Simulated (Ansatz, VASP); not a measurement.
# C (Diamond) in two plane-wave programs

Wanted: the spread between two codes on one cell, functional and k mesh. Of the first pair: The cell is taken from a series of runs on this material, whose earlier steps may have relaxed, scaled, displaced or heated it; both programs get it as it stands.

Main program and level: Ansatz 0.2.0; plane waves, with VASP 6.6.1 beside it; relaxation of cell and atoms at LDA and single point at LDA.

**1. Set-up**

It takes space group Fd-3m (No. 227, cubic). Conventional cell: a = 3.531 Å, b = 3.531 Å, c = 3.531 Å, α = 90.00°, β = 90.00°, γ = 90.00°. C has 4 C at 1.53 Å nearest.

Structure file:

```cif
data_structure
_symmetry_space_group_name_H-M 'P 1'
_symmetry_Int_Tables_number 1
_cell_length_a 2.4971
_cell_length_b 2.4971
_cell_length_c 2.4971
_cell_angle_alpha 60.000
_cell_angle_beta 60.000
_cell_angle_gamma 60.000
_cell_volume 11.01
loop_
_atom_site_label
_atom_site_type_symbol
_atom_site_fract_x
_atom_site_fract_y
_atom_site_fract_z
_atom_site_occupancy
C1 C 0.50000 0.50000 0.50000 1
C2 C 0.75000 0.75000 0.75000 1
```

**2. VASP: relaxation of cell and atoms, LDA**

The relaxed volume is the usual yardstick between codes: in a stiff, nearly cubic crystal its relative difference is about their pressure difference at one cell divided by the bulk modulus.

Lines of VASP's logs that name or quote its potential files are left out, and so is its time.

File INCAR:

```
SYSTEM = C
PREC = Accurate
ENCUT = 600
EDIFF = 1E-07
NELM = 120
ISMEAR = 0
SIGMA = 0.02
LREAL = .FALSE.
ALGO = Normal
GGA = CA
NBANDS = 10
LORBIT = 11
LWAVE = .FALSE.
LCHARG = .FALSE.
ISIF = 3
IBRION = 2
NSW = 80
EDIFFG = -0.005
LASPH = .TRUE.
GGA_COMPAT = .FALSE.
NELMIN = 4
EFERMI = MIDGAP
```

File POSCAR:

```
C
1.0
    0.0000000000      1.7657490000      1.7657490000
    1.7657490000      0.0000000000      1.7657490000
    1.7657490000      1.7657490000      0.0000000000
C
2
Direct
    0.5000000000      0.5000000000      0.5000000000
    0.7500001416      0.7500001416      0.7500001416
```

File KPOINTS:

```
Automatic mesh
0
Gamma
12 12 12
0 0 0
```

Potentials, in the order of the species: C (LDA family, release 64).

On the command line:

```sh
$ mpirun -np 1 vasp_std
```

Numbers of over 12 decimals in the logs are rounded to 6 here.

Log:

```text
[banner, memory and clock lines left out]
running    1 mpi-ranks, on    1 nodes
 distrk:  each k-point on    1 cores,    1 groups
 distr:  one band on    1 cores,    1 groups

 POSCAR found type information on POSCAR C
 POSCAR found :  1 types and       2 ions
 LDA part: xc-table for (Slater(with rela. corr.)+CA(PZ))
 , standard interpolation
 POSCAR, INCAR and KPOINTS ok, starting setup
 FFT: planning ... GRIDC
 FFT: planning ... GRID_SOFT
 FFT: planning ... GRID
 WAVECAR not read
 entering main loop
       N       E                     dE             d eps       ncg     rms          rms(c)
DAV:   1    -0.869114201075E+00   -0.86911E+00   -0.52001E+03  1514   0.858E+02
DAV:   2    -0.207955670491E+02   -0.19926E+02   -0.19386E+02  1944   0.136E+02
DAV:   3    -0.211187404510E+02   -0.32317E+00   -0.32251E+00  1696   0.143E+01
DAV:   4    -0.211193806733E+02   -0.64022E-03   -0.64018E-03  1574   0.754E-01
DAV:   5    -0.211193816200E+02   -0.94667E-06   -0.94670E-06  1648   0.281E-02    0.589E+00
DAV:   6    -0.204760420890E+02    0.64334E+00   -0.36926E-01  1490   0.450E+00    0.341E+00
DAV:   7    -0.202522526807E+02    0.22379E+00   -0.43318E-01  1558   0.489E+00    0.750E-01
DAV:   8    -0.202520705981E+02    0.18208E-03   -0.91010E-03  1540   0.864E-01    0.264E-02
DAV:   9    -0.202520583911E+02    0.12207E-04   -0.34009E-05  1594   0.498E-02    0.194E-02
DAV:  10    -0.202520597523E+02   -0.13613E-05   -0.17823E-06  1600   0.121E-02    0.456E-03
DAV:  11    -0.202520596853E+02    0.66991E-07   -0.57661E-08  1090   0.202E-03
   1 F= -.20252060E+02 E0= -.20252060E+02  d E =-.202521E+02
 curvature:   0.00 expect dE= 0.000E+00 dE for cont linesearch  0.000E+00
 trial: gam= 0.00000 g(F)=  0.837E-41 g(S)=  0.294E-03 ort = 0.000E+00 (trialstep = 0.100E+01)
 search vector abs. value=  0.294E-03
 bond charge predicted
       N       E                     dE             d eps       ncg     rms          rms(c)
DAV:   1    -0.202521183360E+02   -0.58584E-04   -0.58437E-03  1524   0.666E-01    0.695E-02
DAV:   2    -0.202520440340E+02    0.74302E-04   -0.80675E-05  1542   0.768E-02    0.385E-02
DAV:   3    -0.202520143115E+02    0.29723E-04   -0.51052E-05  1524   0.518E-02    0.463E-03
DAV:   4    -0.202520141705E+02    0.14096E-06   -0.69264E-07  1534   0.808E-03    0.364E-03
DAV:   5    -0.202520140070E+02    0.16354E-06   -0.28915E-08   762   0.179E-03    0.400E-04
DAV:   6    -0.202520139994E+02    0.75315E-08   -0.16326E-09   742   0.463E-04
   2 F= -.20252014E+02 E0= -.20252014E+02  d E =0.456859E-04
 trial-energy change:    0.000046  1 .order    0.000046   -0.000294    0.000385
 step:   0.4326(harm=  0.4326)  dis= 0.00000  next Energy=   -20.252123 (dE=-0.636E-04)
 bond charge predicted
       N       E                     dE             d eps       ncg     rms          rms(c)
DAV:   1    -0.202521569562E+02   -0.14295E-03   -0.18829E-03  1520   0.379E-01    0.395E-02
DAV:   2    -0.202521325175E+02    0.24439E-04   -0.25874E-05  1534   0.436E-02    0.219E-02
DAV:   3    -0.202521233404E+02    0.91772E-05   -0.16417E-05  1522   0.294E-02    0.264E-03
DAV:   4    -0.202521233342E+02    0.61731E-08   -0.22131E-07  1496   0.457E-03
   3 F= -.20252123E+02 E0= -.20252123E+02  d E =-.636489E-04
 curvature:  -0.22 expect dE=-0.127E-08 dE for cont linesearch -0.127E-08
 trial: gam=-0.00445 g(F)=  0.722E-42 g(S)=  0.588E-08 ort = 0.131E-05 (trialstep = 0.887E+00)
 search vector abs. value=  0.100E-09
 reached required accuracy - stopping structural energy minimisation
```

From OUTCAR (step 2):

```text
ion  position               nearest neighbor table
   1  0.500  0.500  0.500-   2 1.53   2 1.53   2 1.53   2 1.53
   2  0.750  0.750  0.750-   1 1.53   1 1.53   1 1.53   1 1.53

  LATTYP: Found a face centered cubic cell.
 ALAT       =     3.5314980000

 Subroutine GETGRP returns: Found 48 space group operations
 (whereof 24 operations were pure point group operations)

The static configuration has the point symmetry T_d .
 The point group associated with its full space group is O_h .

 Found     72 irreducible k-points:

   k-points           NKPTS =     72   k-points in BZ     NKDIM =     72   number of bands    NBANDS=     10

   dimension x,y,z NGX =    20 NGY =   20 NGZ =   20
   dimension x,y,z NGXF=    40 NGYF=   40 NGZF=   40

   ENCUT  =  600.0 eV  44.10 Ry    6.64 a.u.   4.99  4.99  4.99*2*pi/ulx,y,z

   NELECT =       8.0000    total number of electrons

 k-points in reciprocal lattice and weights: Automatic mesh
   0.00000000  0.00000000  0.00000000       0.001
   0.08333333  0.00000000  0.00000000       0.005
   0.16666667  0.00000000  0.00000000       0.005
   0.25000000  0.00000000  0.00000000       0.005
   0.33333333  0.00000000  0.00000000       0.005
   0.41666667  0.00000000  0.00000000       0.005
   0.50000000  0.00000000  0.00000000       0.002
   0.08333333  0.08333333  0.00000000       0.003
   0.16666667  0.08333333  0.00000000       0.014
[...]
-0.33333333  0.50000000  0.16666667       0.007
  -0.25000000  0.50000000  0.25000000       0.003

 average (electrostatic) potential at core
       1 -49.1013       2 -49.1014

 E-fermi :  12.2293

 k-point     1 :       0.0000    0.0000    0.0000
  band No.  band energies     occupation
      1     -11.5589      2.00000
      2      10.1328      2.00000
      3      10.1328      2.00000
      4      10.1328      2.00000
      5      15.7539      0.00000
      6      15.7540      0.00000
      7      15.7540      0.00000
      8      24.3289      0.00000
      9      29.5059      0.00000
    ...

 k-point     2 :       0.0833    0.0000    0.0000
  band No.  band energies     occupation
      1     -11.3633      2.00000
      2       8.8931      2.00000
      3       9.8009      2.00000
      4       9.8009      2.00000
      5      16.1876      0.00000
      6      16.1876      0.00000
      7      16.5049      0.00000
      8      24.4383      0.00000
      9      29.8173      0.00000
    ...

 k-point     3 :       0.1667    0.0000    0.0000
  band No.  band energies     occupation
      1     -10.7783      2.00000
      2       6.3359      2.00000
      3       9.0829      2.00000
      4       9.0829      2.00000
      5      17.1250      0.00000
      6      17.1250      0.00000
      7      17.6939      0.00000
      8      24.7477      0.00000
      9      30.4685      0.00000
    ...

  Total        0.0002850      0.0002850      0.0002850      0.0000000      0.0000000     -0.0000000
  in kB        0.0413853      0.0413853      0.0413853      0.0000000      0.0000000     -0.0000000
  external PRESSURE =       0.0413853 kB  Pullay stress =       0.0000000 kB

  energy-cutoff  :      600.00
  volume of cell :       11.03
      direct lattice vectors                 reciprocal lattice vectors
     0.000000000  1.766923052  1.766923052    -0.282977801  0.282977801  0.282977801
     1.766923052 -0.000000000  1.766923052     0.282977801 -0.282977801  0.282977801
     1.766923052  1.766923052 -0.000000000     0.282977801  0.282977801 -0.282977801

 POSITION                                       TOTAL-FORCE (eV/Angst)
 -----------------------------------------------------------------------------------
      1.76692      1.76692      1.76692         0.000000      0.000000      0.000000
      2.65039      2.65039      2.65039        -0.000000     -0.000000     -0.000000
 -----------------------------------------------------------------------------------
    total drift:                                0.000045      0.000045      0.000092

  FREE ENERGIE OF THE ION-ELECTRON SYSTEM (eV)
  ---------------------------------------------------
  free  energy   TOTEN  =       -20.2521233342 eV

  energy  without entropy=      -20.2521233342  energy(sigma->0) =      -20.25212333

 reached required accuracy - stopping structural energy minimisation

 total charge
# of ion       s       p       d       tot
------------------------------------------
    1        0.822   1.784   0.000   2.605
    2        0.822   1.784   0.000   2.605
--------------------------------------------------
tot          1.643   3.567   0.000   5.210

[... 3 further parts left out ...]
```

CONTCAR:

```
C
   1.00000000000000
     0.0000000000000000    1.7669230522246533    1.7669230522246533
     1.7669230522246533   -0.0000000000000000    1.7669230522246533
     1.7669230522246533    1.7669230522246533   -0.0000000000000000
  C
     2
Direct
     0.5000000000000000    0.5000000000000000    0.5000000000000000
     0.7500001415999975    0.7500001415999975    0.7500001415999975
```

The run keeps the 48 symmetry operations of its start, so it cannot find a distortion of lower symmetry.

**3. Ansatz: relaxation of cell and atoms, LDA**

Ansatz runs on its PAW soft_1 files.

The same cell, functional (in two slightly different forms), mesh and smearing now go to Ansatz, which takes its cutoff from its data sets.

File input.yaml:

```yaml
crystal:
  lattice:
    - [0.0, 1.7657494264, 1.7657494264]
    - [1.7657494264, 0.0, 1.7657494264]
    - [1.7657494264, 1.7657494264, 0.0]
  atoms:
    - { symbol: C, position: [0.5, 0.5, 0.5] }
    - { symbol: C, position: [0.75, 0.75, 0.75] }
kpoints:
  mp_grid: { grid: [12, 12, 12] }
hamiltonian:
  xc: lda
  pseudopotentials: { kind: paw, azcp: { folder: soft_1 }, xc_functional: pbe }
scf:
  occupations: { method: gaussian, width: 0.02 }
output:
  forces: true
  stress: true
  eigenvalues: true
  write_density: true
  write_potential: true
  elf: true
  volumetric_format: npy
relax:
  adjacent_minimum: "off"
  f_tol: 0.005
  max_steps: 80
  cell: { stress_tol: 0.05 }
```

On the command line:

```sh
$ ansatz run input.yaml --threads 4 --pin off --max-ram 10240MiB --backend cpu --events-out ev --progress --plain --runs-dir out
```

Log:

```text
Engine: ansatz 0.2.0, aarch64-unknown-linux-gnu
Pseudopotentials: kind: paw
Pseudopotential: C, paw, valence charge 4, recommended cutoff 420 eV (normal), soft_1/C.paw.azcp
Functional definition: SPW92
  exchange = slater_x
  correlation = pw_c
Crystal: 2 atoms, lattice volume = 11.011 Å³
Basis set: ecut = 420 eV, 181 PW (Γ)
Bands: 8, of which v1, the nominal top of the filled ones, is band 4 counted from 1 (3 counted from 0)
Symmetry: 48 space group operations
Space group: Fd-3m (ITA 227), of the structure as read, at distance tolerance 2.2e-5 Å
k-points: 72 of 1728
Non-local potential: C, projectors of the file, l = 0: 2, l = 1: 2, l = 2: 1
PAW form: soft (Blöchl's): semilocal exchange-correlation on the pseudo side does not see the compensation charge
PAW frozen core: C, regenerated for the run's functional, and the local potential with it (the file was generated under x = pbe(κ = 0.804, μ = 0.219515), c = pbe(β = 0.066725))
PAW one-centre angular grid: C, 110 points (default); XC on 64 Gauss nodes
Initial density: superposition of atomic densities (chi_scale 0.1, normalization cell)
Initial wavefunctions: pseudopotential atomic-orbital guess
Functional: x = slater, c = lda
SCF iter   1: F=—  HF=-486.719976 eV  |F-HF|=—  |Δ(HF+E_count)|=         —  Δρ=1.47e-1  dr2=1.68e0  ethr=3.10e-3  ⟨swp⟩=4.8  Hψ=3712  notcnv=0
preconditioner: auto → none  [insulator: Δε(μ)=5.020 eV  Ē_g=19.988 eV  σ=0.020 eV  W_gap=1.00  n_scr=0 (ndim 8)  ℏωp=31.7 eV  f_vac=0.000  D(μ)=0.00/eV (n_scr^D=0)  ε∞_Penn≈3.5]
SCF iter   2: F=—  HF=-486.096528 eV  |F-HF|=—  |Δ(HF+E_count)|=   6.23e-1  Δρ=6.08e-2  dr2=2.74e-1  ethr=3.10e-3  ⟨swp⟩=2.7  Hψ=1676  notcnv=0
SCF iter   3: F=—  HF=-485.990317 eV  |F-HF|=—  |Δ(HF+E_count)|=   1.06e-1  Δρ=3.82e-3  dr2=5.15e-4  ethr=3.10e-3  ⟨swp⟩=2.4  Hψ=1144  notcnv=0
SCF iter   4: F=—  HF=-485.990473 eV  |F-HF|=—  |Δ(HF+E_count)|=   1.56e-4  Δρ=1.47e-4  dr2=9.19e-7  ethr=6.43e-6  ⟨swp⟩=2.8  Hψ=1146  notcnv=0
SCF iter   5: F=—  HF=-485.990475 eV  |F-HF|=—  |Δ(HF+E_count)|=   1.51e-6  Δρ=2.00e-5  dr2=1.03e-8  ethr=1.15e-8  ⟨swp⟩=1.9  Hψ=796  notcnv=0
SCF iter   6: F=-485.990475 eV  HF=-485.990475 eV  |F-HF|=1.31e-12  |Δ(HF+E_count)|=   5.42e-9  Δρ=2.47e-7  dr2=1.64e-12  ethr=1.28e-10  ⟨swp⟩=4.9  Hψ=2583  notcnv=0
SCF 1 converged in 6 iterations: F = -485.990475 eV  dr2 = 1.64e-12
  greatest PAW one-centre occupation: 0.643 electrons in one spin orbital (limit 2), on the C atom at site 1 (counted from 0), in its partial waves of l = 0
relax step   1: F+E_penalty+E_count = -485.99047453 eV  Δ(F+E_penalty+E_count) = +0.000e0 eV  max|allowed force component| = 1.156e-17 eV/Å  Δτ_max = 0.0000 Å  P = -0.021 GPa  Ω = 11.011 Å³  (6 SCF iters, accepted)
Initial density: handed on by an earlier stage of this run
Initial wavefunctions: pseudopotential atomic-orbital guess (no wavefunctions were taken with the density)
iter 1 solved again at ethr=1.77e-8 eV; its pass at ethr=3.10e-3 eV (dr2=1.41e-6 eV) is discarded
SCF iter   1: F=—  HF=-485.990475 eV  |F-HF|=—  |Δ(HF+E_count)|=         —  Δρ=2.57e-7  dr2=2.16e-12  ethr=1.77e-8  ⟨swp⟩=3.3  Hψ=5417  notcnv=0
eigensolver tolerance schedule: the retry pair's looser diagonalisation over-reported the residual by 654207.93 of it (diagonalisation noise at an unbounded share of the residual, at the tolerance the schedule requests for it); recorded, not acted on — ethr = c·dr2/N_el stays at c = 1.0e-1
preconditioner: auto → none  [insulator: Δε(μ)=4.202 eV  Ē_g=19.923 eV  σ=0.020 eV  W_gap=1.00  n_scr=0 (ndim 8)  ℏωp=31.7 eV  f_vac=0.000  D(μ)=0.00/eV (n_scr^D=0)  ε∞_Penn≈3.5]
iter 2 did not close the SCF: its close was put off for the readings that it lacked (scf_convergence_deferred on its scf_iter line)
SCF iter   2: F=-485.990475 eV  HF=-485.990475 eV  |F-HF|=3.98e-13  |Δ(HF+E_count)|=  4.87e-10  Δρ=1.25e-7  dr2=3.77e-13  ethr=1.00e-12  ⟨swp⟩=2.2  Hψ=812  notcnv=0
iter 3 did not close the SCF: its close was put off for the readings that it lacked (scf_convergence_deferred on its scf_iter line)
SCF iter   3: F=-485.990475 eV  HF=-485.990475 eV  |F-HF|=5.68e-14  |Δ(HF+E_count)|=  6.82e-13  Δρ=2.17e-8  dr2=2.51e-14  ethr=1.00e-12  ⟨swp⟩=1.0  Hψ=576  notcnv=0
iter 4 did not close the SCF: its close was put off for the readings that it lacked (scf_convergence_deferred on its scf_iter line)
SCF iter   4: F=-485.990475 eV  HF=-485.990475 eV  |F-HF|=1.14e-13  |Δ(HF+E_count)|=  5.68e-14  Δρ=6.19e-9  dr2=3.49e-15  ethr=1.00e-12  ⟨swp⟩=1.0  Hψ=576  notcnv=0
iter 5 did not close the SCF: its close was put off for the readings that it lacked (scf_convergence_deferred on its scf_iter line)
SCF iter   5: F=-485.990475 eV  HF=-485.990475 eV  |F-HF|=1.71e-13  |Δ(HF+E_count)|=  2.27e-13  Δρ=6.92e-10  dr2=3.86e-17  ethr=1.00e-12  ⟨swp⟩=1.0  Hψ=576  notcnv=0
SCF iter   6: F=-485.990475 eV  HF=-485.990475 eV  |F-HF|=5.68e-14  |Δ(HF+E_count)|=  1.71e-13  Δρ=2.15e-10  dr2=3.61e-18  ethr=1.00e-12  ⟨swp⟩=1.6  Hψ=1550  notcnv=0
SCF 2 converged in 6 iterations: F = -485.990475 eV  dr2 = 3.61e-18
relax step   2: F+E_penalty+E_count = -485.99047453 eV  Δ(F+E_penalty+E_count) = -1.137e-13 eV  max|allowed force component| = 1.850e-17 eV/Å  Δτ_max = 0.0000 Å  P = -0.021 GPa  Ω = 11.011 Å³  stress off target by 2.14e-2 GPa  SCF on the basis re-selected at this cell (its energy is not comparable with the rows above)  (6 SCF iters)
basis re-selected at this cell: Δ(F+E_penalty+E_count) = -1.137e-13 eV, ΔP = +0.000 GPa vs the last step (what re-selecting the basis moved, of the pressure what is left beyond the Pulay correction that the steps carried, after the strain that the cell walked since its last selection, with what the two solves' SCF thresholds leave and, on support functions, any second-order correction that the steps lacked; it is no  [...]
SCF converged after 6 iterations
Free energy (F): -485.990475 eV
Harris-Foulkes:  -485.990475 eV  (|F-HF|=5.68e-14)
Internal energy: -485.990475 eV  (E = F + TS)
E sigma→0 (E₀):  -485.990475 eV
Fermi energy:    15.738944 eV
--- Per-component energies (eV) ---
  E_band       = 36.331881
  E_kinetic    = 181.634396
  E_local      = -109.828825  (includes V_loc(G=0)·N_el)
  E_nonlocal   = 48.022671
  E_hartree    = 25.831527
  E_xc         = -95.202131
  E_vxc        = -117.917899  (∫ρ·V_xc dr)
  E_paw        = -185.140114  (= ΣΔE_a)
  E_vpaw       = -17.241554  (= ΣTr[D̂ρ^β])
  E_aug_tail   = 0.000038  (compensation charges beyond the density's cutoff)
  E_ewald      = -351.433701
  E_core_change = 0.125665  (= ΣΔE_core)
  E_smearing   = -0.000000  (= −TS)
  E_closure    = -0.000000  (closes the sum)
  Σ components = -485.990475   (vs F -485.990475, Δ=0.00e0)
--- Forces (eV/Å), atoms counted from 1 ---
  atom   1  C      0.00000000     0.00000000    -0.00000000
  atom   2  C      0.00000000     0.00000000    -0.00000000
  max |Σ_I F_I| component: 1.11e-16 eV/Å
--- Stress (GPa, compression-positive) ---
       -0.021434       0.000000      -0.000000
       -0.000000      -0.021434      -0.000000
       -0.000000       0.000000      -0.021434
  P = ⅓ Tr σ = -0.0214 GPa (-0.214 kbar)
--- Band table (eV; the first three rows and the last of 72) ---
  k-point 0: bands = ["-8.1015", "13.6381", "13.6381", "13.6381", "19.2612", "19.2612", "19.2612", "27.7950"]
  k-point 1: bands = ["-7.9056", "12.3935", "13.3041", "13.3041", "19.6941", "19.6941", "20.0115", "27.9048"]
  k-point 2: bands = ["-7.3195", "9.8309", "12.5815", "12.5815", "20.6318", "20.6318", "21.1998", "28.2173"]
  k-point 71: bands = ["1.6854", "1.6854", "5.0122", "5.0122", "24.2167", "24.2167", "26.3290", "26.3290"]
--- Relaxed structure (1 steps of the walk, 1 accepted, 1 SCFs on fresh bases) ---
  F+E_penalty+E_count = -485.99047453 eV   max|allowed force component| = 1.850e-17 eV/Å   (the final SCF, on the basis selected at the relaxed cell)
  cell:  # Å, volume = 11.0108 Å³
    - [0.0, 1.7657494264, 1.7657494264]
    - [1.7657494264, 0.0, 1.7657494264]
    - [1.7657494264, 1.7657494264, 0.0]
  atoms:
    - { symbol: C, position: [0.500000, 0.500000, 0.500000] }
    - { symbol: C, position: [0.750000, 0.750000, 0.750000] }
```

Reading the cycles: dr2 is the Hartree energy of the density residual (eV), the measure of convergence; HF is the Harris–Foulkes estimate of the energy, which meets the free energy F at convergence.

**4. Side by side**

Known differences besides the potentials themselves: the two LDA forms differ slightly; the cutoff is 420 eV in Ansatz and 600 eV in VASP; VASP's log shows a relativistic correction to its local exchange, Ansatz's none; Ansatz adds a Pulay correction to the stress that steers its cell, VASP none. Total energies have different zeros and are not compared.

Compared:

```
                                         quantity  Ansatz   VASP  difference
                                      volume (Å³)   11.01  11.03     -0.20 %
edge a after relaxation, in the typed setting (Å)   2.497  2.499     -0.07 %
```

[end of part 1 of 2]

[Lines on the potential files, build, host, timing and source positions are cut from VASP's logs without a mark.]

[Logs are printed without paths, hosts, clocks, repeated set-up lines and the standing remarks that a program may print on its own settings, such as how far it seeks lower states.]

[Hosts, paths, dates, database ids (printed as entryN), source tags and the programs' standing remarks are cut or masked in the printed files.]
